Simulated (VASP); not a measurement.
A VASP calculation is set up with these files.

**POSCAR**
```
CuCl
1
    0.0000000000     2.7105647982     2.7105647982
    2.7105647982    -0.0000000000     2.7105647982
    2.7105647982     2.7105647982    -0.0000000000
Cu Cl
1 1
Direct
  1.0000000000   1.0000000000   1.0000000000
  0.2500000000   0.2500000000   0.2500000000
```

INCAR:
```
LMAXMIX = 4
LORBIT = 11   ! lm-projected
NELM = 100
ISIF = 2
LASPH = T   ! aspherical one-centre terms
GGA = 91   ! PW91
PREC = Accurate
ENCUT = 520
EDIFF = 1E-7   ! SCF stop (eV)
ALGO = Normal
LREAL = F   ! projection in real space or not
ISMEAR = -5   ! tetrahedra, Bloechl
LCHARG = T
NEDOS = 601
SYSTEM = CuCl
LWAVE = F
```

KPOINTS:
```
Regular mesh
0
G
9 9 9
0 0 0
```

POTCAR, in this order: Cu Cl (PBE.64 set). Program: vasp_std.

Translate this PW91 calculation to Quantum ESPRESSO's pw.x.

One equivalent input (not run):
```
&CONTROL
  calculation = 'scf'
  pseudo_dir = './pseudo'
  outdir = './out'
  tprnfor = .true.
  tstress = .true.
/
&SYSTEM
  ibrav = 0
  nat = 2
  ntyp = 2
  ecutwfc = 92
  occupations = 'tetrahedra'
  input_dft = 'pw91'
/
&ELECTRONS
  conv_thr = 7.3e-09
  electron_maxstep = 100
/
ATOMIC_SPECIES
  Cu 63.546 Cu.upf
  Cl 35.450 Cl.upf
CELL_PARAMETERS angstrom
     0.0000000    2.7105648    2.7105648
     2.7105648   -0.0000000    2.7105648
     2.7105648    2.7105648   -0.0000000
ATOMIC_POSITIONS crystal
  Cu   1.0000000  1.0000000  1.0000000
  Cl   0.2500000  0.2500000  0.2500000
K_POINTS automatic
  9 9 9 0 0 0
```
What does not carry over: the potentials are each code's own (VASP's PAW set, PseudoDojo norm-conserving files in pw.x), so ENCUT and ecutwfc are chosen apart and not converted; conv_thr bounds pw.x's estimated SCF error, while EDIFF bounds the energy change between steps.

The compound is CuCl in the zinc blende structure. It was relaxed first.
